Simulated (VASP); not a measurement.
Given:

```xyz
4
Lattice="4.2826 0.0000 0.0000 -2.1413 3.7089 0.0000 0.0000 0.0000 6.9917" Properties=species:S:1:pos:R:3 pbc="T T T"
Y      0.0000     2.4726     6.9912
Y      2.1413     1.2363     3.4953
S      0.0000     2.4726     2.6224
S      2.1413     1.2363     6.1182
```

All values below come from PBEsol GGA, VASP's PBE PAW potentials (set 64) (plane waves; VASP). Run with 400 eV cut-off, 9×9×5 Γ-centred mesh, tetrahedra with Blöchl corrections, potentials Y_sv S.

For a metal the tetrahedron method with Blöchl corrections gives inexact stress and forces.

Task: Which forces act on the atoms, in eV/Å?

Result: 
```csv
atom,Fx,Fy,Fz
Y1,0.000,0.000,-0.068
Y2,0.000,0.000,-0.068
S3,0.000,0.000,0.068
S4,0.000,0.000,0.068
```

Task: Give the stress tensor in GPa (positive for a compressed cell).

Result: 
```
-0.17   0.00   0.00
 0.00  -0.17   0.00
 0.00   0.00   0.16
```
The pressure is its mean diagonal, -0.06 GPa.

The structure was generated: YS was put into the wurtzite type (P6_3mc), which need not be its known phase. It was relaxed first, which changed the volume by -30 %.
